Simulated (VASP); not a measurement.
Write the native input for VASP 6.6.1 that does the following.

```
Task                   : electric field gradients
Functional             : PBE
Potentials or basis    : VASP PAW PBE potentials, release 64 (Pb_d, S, O)
Cutoff                 : 520 eV
k mesh                 : 3 × 3 × 3
Occupations            : fermi-dirac, width 0.01 eV
Spin                   : no spin polarisation
Dipole correction      : no
Further INCAR settings : LREAL = Auto; ALGO = Fast; EDIFF = 1e-08; NBANDS = 122
```

The structure of Pb8SO15 (a cell with a defect) (PbO2) lies in POSCAR:

```
Pb8SO15
1.0
    0.0000000000      5.1400000000      5.1400000000
    5.1400000000      0.0000000000      5.1400000000
    5.1400000000      5.1400000000      0.0000000000
Pb S O
8 1 15
Direct
    0.0000000000      0.0000000000      0.0000000000
    0.0000000000      0.0000000000      0.5000000000
    0.0000000000      0.5000000000      0.0000000000
    0.0000000000      0.5000000000      0.5000000000
    0.5000000000      0.0000000000      0.0000000000
    0.5000000000      0.0000000000      0.5000000000
    0.5000000000      0.5000000000      0.0000000000
    0.5000000000      0.5000000000      0.5000000000
    0.1250000000      0.1250000000      0.1250000000
    0.1250000000      0.1250000000      0.6250000000
    0.1250000000      0.6250000000      0.1250000000
    0.1250000000      0.6250000000      0.6250000000
    0.6250000000      0.1250000000      0.1250000000
    0.6250000000      0.1250000000      0.6250000000
    0.6250000000      0.6250000000      0.1250000000
    0.6250000000      0.6250000000      0.6250000000
    0.3750000000      0.3750000000      0.3750000000
    0.3750000000      0.3750000000      0.8750000000
    0.3750000000      0.8750000000      0.3750000000
    0.3750000000      0.8750000000      0.8750000000
    0.8750000000      0.3750000000      0.3750000000
    0.8750000000      0.3750000000      0.8750000000
    0.8750000000      0.8750000000      0.3750000000
    0.8750000000      0.8750000000      0.8750000000
```

One way to write it, as run:

INCAR

```
SYSTEM = Pb8SO15
ALGO = Fast
EDIFF = 1E-8
ENCUT = 520
GGA = PE
ISIF = 2
ISMEAR = -1
LASPH = .True.
LCHARG = .False.
LEFG = .True.
LREAL = Auto
LWAVE = .False.
NBANDS = 122
NELM = 100
PREC = Accurate
SIGMA = 0.01
```

KPOINTS

```
k-points
0
Gamma
  3 3 3
  0 0 0
```

Potentials or basis: VASP PAW PBE potentials, release 64 (Pb_d, S, O).

Run with:

```console
$ cat potpaw_PBE.64/Pb_d/POTCAR potpaw_PBE.64/S/POTCAR potpaw_PBE.64/O/POTCAR > POTCAR
$ mpirun -np 1 vasp_std > vasp.out
```

Results of the run:

```
Pressure               : 43.3 GPa
Largest force          : 5.760 eV/Å
Band gap on the k mesh : none (metal or under the smearing width)
```

Caveat: a pressure of tens of GPa on the cell as given is suspect, and the run, the potentials or the cell itself is likely at fault.

Run time: 7 min on 1 thread of Intel(R) Xeon(R) Platinum 8559C (Emerald Rapids), with other jobs on the host, peak memory 0.42 GiB.
